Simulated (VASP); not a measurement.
Output of a VASP run:

OSZICAR:
```
...
DAV:   8    -0.274820026054E+02    0.10026E-02   -0.12124E-01  2450   0.337E+00    0.808E-01
DAV:   9    -0.274782705672E+02    0.37320E-02   -0.20093E-02  2586   0.122E+00    0.132E-01
DAV:  10    -0.274781940397E+02    0.76527E-04   -0.87864E-04  2633   0.271E-01    0.465E-02
DAV:  11    -0.274781991891E+02   -0.51493E-05   -0.27600E-05  2756   0.565E-02    0.182E-02
DAV:  12    -0.274781979511E+02    0.12380E-05   -0.37712E-06  2467   0.215E-02    0.313E-03
DAV:  13    -0.274781978512E+02    0.99905E-07   -0.70107E-07  1335   0.797E-03
   1 F= -.25658225E+02 E0= -.25658232E+02  d E =-.256582E+02
       N       E                     dE             d eps       ncg     rms          rms(c)
DAV:   1    -0.275900393468E+02   -0.11184E+00   -0.65682E+00  2177   0.296E+01    0.640E+00
DAV:   2    -0.274028208175E+02    0.18722E+00   -0.49675E-01  2216   0.874E+00    0.162E+00
DAV:   3    -0.273821842800E+02    0.20637E-01   -0.17827E-01  3115   0.361E+00    0.785E-01
DAV:   4    -0.273860100384E+02   -0.38258E-02   -0.82820E-03  2530   0.811E-01    0.271E-01
DAV:   5    -0.273881522306E+02   -0.21422E-02   -0.54326E-03  3154   0.509E-01    0.267E-01
DAV:   6    -0.273890009454E+02   -0.84871E-03   -0.94360E-04  3477   0.225E-01    0.690E-02
DAV:   7    -0.273890221871E+02   -0.21242E-04   -0.51399E-05  2530   0.751E-02    0.133E-02
DAV:   8    -0.273890241371E+02   -0.19501E-05   -0.15703E-06  1750   0.154E-02    0.615E-03
DAV:   9    -0.273890246726E+02   -0.53550E-06   -0.59379E-07  1205   0.887E-03
   2 F= -.25646745E+02 E0= -.25646731E+02  d E =0.114804E-01
       N       E                     dE             d eps       ncg     rms          rms(c)
DAV:   1    -0.275262748952E+02   -0.13725E+00   -0.24016E+00  2187   0.182E+01    0.385E+00
DAV:   2    -0.274618783008E+02    0.64397E-01   -0.21823E-01  2242   0.571E+00    0.979E-01
DAV:   3    -0.274530247022E+02    0.88536E-02   -0.53983E-02  3145   0.201E+00    0.408E-01
DAV:   4    -0.274542493375E+02   -0.12246E-02   -0.27062E-03  2635   0.427E-01    0.171E-01
DAV:   5    -0.274550646093E+02   -0.81527E-03   -0.20001E-03  3140   0.294E-01    0.148E-01
DAV:   6    -0.274553513448E+02   -0.28674E-03   -0.30400E-04  3519   0.129E-01    0.377E-02
DAV:   7    -0.274553604869E+02   -0.91421E-05   -0.15114E-05  2529   0.396E-02    0.103E-02
DAV:   8    -0.274553614581E+02   -0.97112E-06   -0.69500E-07  1419   0.103E-02
   3 F= -.25665936E+02 E0= -.25665936E+02  d E =-.771099E-02
       N       E                     dE             d eps       ncg     rms          rms(c)
DAV:   1    -0.274547661512E+02    0.59434E-03   -0.39988E-04  2185   0.231E-01    0.494E-02
DAV:   2    -0.274547547153E+02    0.11436E-04   -0.33872E-05  2270   0.698E-02    0.126E-02
DAV:   3    -0.274547532140E+02    0.15013E-05   -0.95606E-06  3145   0.266E-02    0.552E-03
DAV:   4    -0.274547534029E+02   -0.18887E-06   -0.37696E-07  1115   0.559E-03
   4 F= -.25665936E+02 E0= -.25665935E+02  d E =-.771037E-02
       N       E                     dE             d eps       ncg     rms          rms(c)
DAV:   1    -0.274548702660E+02   -0.11705E-03   -0.72378E-03  2235   0.862E-01    0.611E-02
DAV:   2    -0.274547970248E+02    0.73241E-04   -0.16174E-04  2360   0.113E-01    0.336E-02
DAV:   3    -0.274547679055E+02    0.29119E-04   -0.76544E-05  2385   0.785E-02    0.648E-03
DAV:   4    -0.274547677844E+02    0.12116E-06   -0.15287E-06  1682   0.118E-02
   5 F= -.25665985E+02 E0= -.25665979E+02  d E =-.496879E-04
```

**OUTCAR**
```
------------------------ aborting loop because EDIFF is reached ----------------------------------------
  FORCE on cell =-STRESS in cart. coord.  units (eV):
  Direction    XX          YY          ZZ          XY          YZ          ZX
  --------------------------------------------------------------------------------------
  Total        1.7997581      1.7997587      1.8000055      0.0000000      0.0000000      0.0000000
  in kB      100.6135788    100.6136146    100.6274140      0.0000000      0.0000000      0.0000000
  external PRESSURE =       0.6182025 kB  Pullay stress =     100.0000000 kB
  volume of cell :       28.66
      direct lattice vectors                 reciprocal lattice vectors
     1.549379861 -2.683605117  0.000000000     0.322709758 -0.186316533  0.000000000
     1.549379861  2.683605117  0.000000000     0.322709758  0.186316533  0.000000000
    -0.000000000  0.000000000  3.446367593    -0.000000000 -0.000000000  0.290160574
 POSITION                                       TOTAL-FORCE (eV/Angst)
 -----------------------------------------------------------------------------------
      0.00000     -0.00000      0.00000         0.000000      0.000000     -0.000000
      1.54938      0.89454      1.72318         0.000000     -0.000000     -0.000000
      1.54938     -0.89454      1.72318        -0.000000     -0.000000      0.000000
 -----------------------------------------------------------------------------------
    total drift:                                0.000000      0.000000      0.000000
  FREE ENERGIE OF THE ION-ELECTRON SYSTEM (eV)
  ---------------------------------------------------
  free  energy   TOTEN  =       -27.4547677844 eV

  energy  without entropy=      -27.4547494949  energy(sigma->0) =      -27.45476169
  enthalpy is  TOTEN    =       -25.6659853196 eV   P V=        1.7887824648

 reached required accuracy - stopping structural energy minimisation
```
(Selected blocks of OUTCAR.)

**POSCAR**
```
ZrB2
1
    1.5572704575    -2.6972720047     0.0000000000
    1.5572704575     2.6972720047     0.0000000000
    0.0000000000     0.0000000000     3.4710162283
Zr B
1 2
Direct
  0.0000000000   0.0000000000   0.0000000000
  0.3333330000   0.6666670000   0.5000000000
  0.6666670000   0.3333330000   0.5000000000
```

Write an INCAR and KPOINTS that could have produced this output.

One answer among several that fit: the input of the run itself, LDA (Ceperley-Alder, Perdew-Zunger), plane waves, VASP's LDA PAW potentials (set 64).

KPOINTS:
```
Automatic
0
Gamma
 11 11 9
0 0 0
```

INCAR:
```
SYSTEM = ZrB2
PREC = Accurate
ENCUT = 620
EDIFF = 1E-6
NELM = 100
ALGO = Normal
LREAL = .FALSE.
LASPH = .TRUE.
ISMEAR = 1
SIGMA = 0.1
LMAXMIX = 4
LWAVE = .FALSE.
LCHARG = .FALSE.
IBRION = 2
ISIF = 3
NSW = 40
EDIFFG = -0.02
PSTRESS = 100
```

POTCAR, in this order: Zr_sv B (LDA.64 set). Program: vasp_std.

The compound is ZrB2 in the AlB2 type structure. This run relaxes it under an external pressure of 10 GPa. Symmetry was kept, so distortions that lower it aren't found.
